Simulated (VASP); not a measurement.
These are revTPSS meta-GGA, VASP's PBE PAW potentials (set 64) (plane waves; VASP 6.6.1) values and carry that method's errors.

A VASP calculation is set up with these files.

### INCAR
```
SIGMA = 0.05   ! width (eV)
LREAL = F   ! projection in real space or not
PREC = Accurate
METAGGA = RTPSS
ISIF = 2   ! forces and stress, cell fixed
ALGO = Normal
SYSTEM = NaF
LWAVE = F
ENCUT = 520
ISMEAR = 0
EDIFF = 1E-7   ! SCF stop (eV)
NELM = 100   ! most electronic steps
LASPH = T   ! aspherical one-centre terms
LCHARG = F
LMIXTAU = T
```

### POSCAR
```
NaF
1
    0.0000000000     2.3455170523     2.3455170523
    2.3455170523     0.0000000000     2.3455170523
    2.3455170523     2.3455170523     0.0000000000
Na F
1 1
Direct
  0.0000000000   0.0000000000   0.0000000000
  0.5000000000   0.5000000000   0.5000000000
```

### KPOINTS
```
kpoints
0
G
 10 10 10
```

POTCAR, in this order: Na_pv F (PBE.64 set). Program: vasp_std.

What VASP printed:

**OUTCAR**
```
 ion  position               nearest neighbor table
   1  0.000  0.000  0.000-   2 2.35   2 2.35   2 2.35   2 2.35   2 2.35   2 2.35
   2  0.500  0.500  0.500-   1 2.35   1 2.35   1 2.35   1 2.35   1 2.35   1 2.35
  LATTYP: Found a face centered cubic cell.
 ALAT       =     4.6910341046
 Subroutine PRICEL returns:
 Original cell was already a primitive cell.
 Subroutine GETGRP returns: Found 48 space group operations
The static configuration has the point symmetry O_h .
The dynamic configuration has the point symmetry O_h .
 Subroutine INISYM returns: Found 48 space group operations
 Subroutine IBZKPT returns following result:
 Found     47 irreducible k-points:

 Following reciprocal coordinates:
            Coordinates               Weight
  0.000000  0.000000  0.000000      1.000000
  0.100000  0.000000  0.000000      8.000000
  0.200000  0.000000  0.000000      8.000000
  0.300000  0.000000  0.000000      8.000000
  0.400000  0.000000  0.000000      8.000000
  0.500000  0.000000  0.000000      4.000000
  0.100000  0.100000  0.000000      6.000000
  0.200000  0.100000  0.000000     24.000000
  0.300000  0.100000  0.000000     24.000000
  0.400000  0.100000  0.000000     24.000000
  0.500000  0.100000  0.000000     24.000000
 -0.400000  0.100000  0.000000     24.000000
 -0.300000  0.100000  0.000000     24.000000
 -0.200000  0.100000  0.000000     24.000000
 -0.100000  0.100000  0.000000     12.000000
  0.200000  0.200000  0.000000      6.000000
  0.300000  0.200000  0.000000     24.000000
  0.400000  0.200000  0.000000     24.000000
  0.500000  0.200000  0.000000     24.000000
 -0.400000  0.200000  0.000000     24.000000
 -0.300000  0.200000  0.000000     24.000000
 -0.200000  0.200000  0.000000     12.000000
  0.300000  0.300000  0.000000      6.000000
  0.400000  0.300000  0.000000     24.000000
  0.500000  0.300000  0.000000     24.000000
 -0.400000  0.300000  0.000000     24.000000
 -0.300000  0.300000  0.000000     12.000000
  0.400000  0.400000  0.000000      6.000000
  0.500000  0.400000  0.000000     24.000000
 -0.400000  0.400000  0.000000     12.000000
  0.500000  0.500000  0.000000      3.000000
  0.300000  0.200000  0.100000     24.000000
  0.400000  0.200000  0.100000     48.000000
  0.500000  0.200000  0.100000     48.000000
 -0.400000  0.200000  0.100000     24.000000
  0.400000  0.300000  0.100000     24.000000
  0.500000  0.300000  0.100000     48.000000
 -0.400000  0.300000  0.100000     48.000000
 -0.300000  0.300000  0.100000     48.000000
 -0.200000  0.300000  0.100000     24.000000
   k-points           NKPTS =     47   k-points in BZ     NKDIM =     47   number of bands    NBANDS=     11
   number of dos      NEDOS =    301   number of ions     NIONS =      2
   total plane-waves  NPLWV =  21952
   dimension x,y,z NGX =    28 NGY =   28 NGZ =   28
   dimension x,y,z NGXF=    56 NGYF=   56 NGZF=   56
   ions per type =               1   1
   PREC   = accura    normal or accurate (medium, high low for compatibility)
   ISTART =      0    job   : 0-new  1-cont  2-samecut
   ICHARG =      2    charge: 1-file 2-atom 10-const
   ISPIN  =      1    spin polarized calculation?
   LNONCOLLINEAR =      F non collinear calculations
   LSORBIT =      F    spin-orbit coupling
   INIWAV =      1    electr: 0-lowe 1-rand  2-diag
   ENCUT  =  520.0 eV  38.22 Ry    6.18 a.u.   6.17  6.17  6.17*2*pi/ulx,y,z
   NELM   =    100;   NELMIN=  2; NELMDL= -5     # of ELM steps
   EDIFF  = 0.1E-06   stopping-criterion for ELM
   LREAL  =      F    real-space projection
   NLSPLINE    = F    spline interpolate recip. space projectors
   LMAXMIX     =    2 max onsite mixed and CHGCAR
...
```

OSZICAR:
```
       N       E                     dE             d eps       ncg     rms          rms(c)
DAV:   1     0.172500795212E+03    0.17250E+03   -0.10768E+04  1524   0.249E+03
DAV:   2     0.132088808206E+02   -0.15929E+03   -0.14556E+03  1561   0.590E+02
DAV:   3    -0.715844240431E+01   -0.20367E+02   -0.19486E+02  1689   0.223E+02
DAV:   4    -0.805999633843E+01   -0.90155E+00   -0.89864E+00  1684   0.556E+01
DAV:   5    -0.809833423882E+01   -0.38338E-01   -0.38305E-01  1681   0.113E+01    0.484E+00
DAV:   6    -0.102504358558E+02   -0.21521E+01   -0.35895E+01  1052   0.892E+01    0.260E+00
DAV:   7    -0.111112062042E+02   -0.86077E+00   -0.31934E+00  1220   0.249E+01    0.182E+00
DAV:   8    -0.115792399350E+02   -0.46803E+00   -0.62176E-01  1121   0.111E+01    0.494E-01
DAV:   9    -0.115910545731E+02   -0.11815E-01   -0.73577E-02  1052   0.503E+00    0.314E-01
DAV:  10    -0.116185572556E+02   -0.27503E-01   -0.21491E-02  1118   0.239E+00    0.992E-02
DAV:  11    -0.116267374339E+02   -0.81802E-02   -0.80318E-03  1040   0.125E+00    0.634E-02
DAV:  12    -0.116288802428E+02   -0.21428E-02   -0.16177E-03  1148   0.394E-01    0.379E-02
DAV:  13    -0.116290285570E+02   -0.14831E-03   -0.13024E-04  1106   0.166E-01    0.215E-02
DAV:  14    -0.116291879466E+02   -0.15939E-03   -0.67201E-05  1070   0.183E-01    0.355E-03
DAV:  15    -0.116291852102E+02    0.27363E-05   -0.48582E-06  1112   0.304E-02    0.276E-03
DAV:  16    -0.116291900664E+02   -0.48562E-05   -0.15564E-06  1148   0.122E-02    0.230E-03
DAV:  17    -0.116291940593E+02   -0.39929E-05   -0.10116E-06  1049   0.164E-02    0.198E-03
DAV:  18    -0.116291943507E+02   -0.29144E-06   -0.27246E-07  1073   0.802E-03    0.439E-04
DAV:  19    -0.116291941654E+02    0.18536E-06   -0.18918E-08   559   0.280E-03    0.886E-05
DAV:  20    -0.116291941466E+02    0.18733E-07   -0.75410E-09   547   0.101E-03
   1 F= -.11629194E+02 E0= -.11629194E+02  d E =-.167634E-10
```

**OUTCAR**
```
------------------------ aborting loop because EDIFF is reached ----------------------------------------
  FORCE on cell =-STRESS in cart. coord.  units (eV):
  Direction    XX          YY          ZZ          XY          YZ          ZX
  --------------------------------------------------------------------------------------
  Total       -0.2095561     -0.2095561     -0.2095561     -0.0000000     -0.0000000      0.0000000
  in kB      -13.0096377    -13.0096377    -13.0096377     -0.0000000     -0.0000000      0.0000000
  external PRESSURE =     -13.0096377 kB  Pullay stress =       0.0000000 kB
  volume of cell :       25.81
      direct lattice vectors                 reciprocal lattice vectors
     0.000000000  2.345517052  2.345517052    -0.213172613  0.213172613  0.213172613
     2.345517052  0.000000000  2.345517052     0.213172613 -0.213172613  0.213172613
     2.345517052  2.345517052  0.000000000     0.213172613  0.213172613 -0.213172613
  FREE ENERGIE OF THE ION-ELECTRON SYSTEM (eV)
  ---------------------------------------------------
  free  energy   TOTEN  =       -11.6291941466 eV

  energy  without entropy=      -11.6291941466  energy(sigma->0) =      -11.62919415
```
(Selected blocks of OUTCAR.)

**OUTCAR**
```
 val. band max:       -2.3888383059   @ k =   0.0000   0.0000   0.0000

 cond. band min:       3.9649778580   @ k =   0.0000   0.0000   0.0000


 Fermi energy:        -2.1917391004

 k-point     1 :       0.0000    0.0000    0.0000
  band No.  band energies     occupation
      1     -22.2727      2.00000
      2     -21.5244      2.00000
      3     -21.5244      2.00000
      4     -21.5244      2.00000
      5      -2.3888      2.00000
      6      -2.3888      2.00000
      7      -2.3888      2.00000
      8       3.9650      0.00000
      9      16.7036      0.00000
     10      16.7036      0.00000
     11      16.7036      0.00000

 k-point     2 :       0.1000    0.0000    0.0000
  band No.  band energies     occupation
      1     -22.3213      2.00000
      2     -21.5254      2.00000
      3     -21.5254      2.00000
      4     -21.4629      2.00000
      5      -2.5755      2.00000
      6      -2.4123      2.00000
      7      -2.4123      2.00000
      8       4.3167      0.00000
      9      15.3302      0.00000
     10      16.8566      0.00000
     11      16.8566      0.00000

 k-point     3 :       0.2000    0.0000    0.0000
  band No.  band energies     occupation
      1     -22.4262      2.00000
      2     -21.5280      2.00000
      3     -21.5280      2.00000
      4     -21.3278      2.00000
      5      -3.0065      2.00000
      6      -2.4732      2.00000
      7      -2.4732      2.00000
      8       5.2271      0.00000
      9      13.5592      0.00000
     10      17.2436      0.00000
     11      17.2436      0.00000

 k-point     4 :       0.3000    0.0000    0.0000
  band No.  band energies     occupation
      1     -22.5280      2.00000
      2     -21.5312      2.00000
      3     -21.5312      2.00000
      4     -21.1892      2.00000
      5      -3.4608      2.00000
      6      -2.5476      2.00000
      7      -2.5476      2.00000
      8       6.4287      0.00000
      9      12.0585      0.00000
...
```

The compound is NaF in the rock salt structure. This cell is one point of a volume scan, at 1.03 of the reference volume.
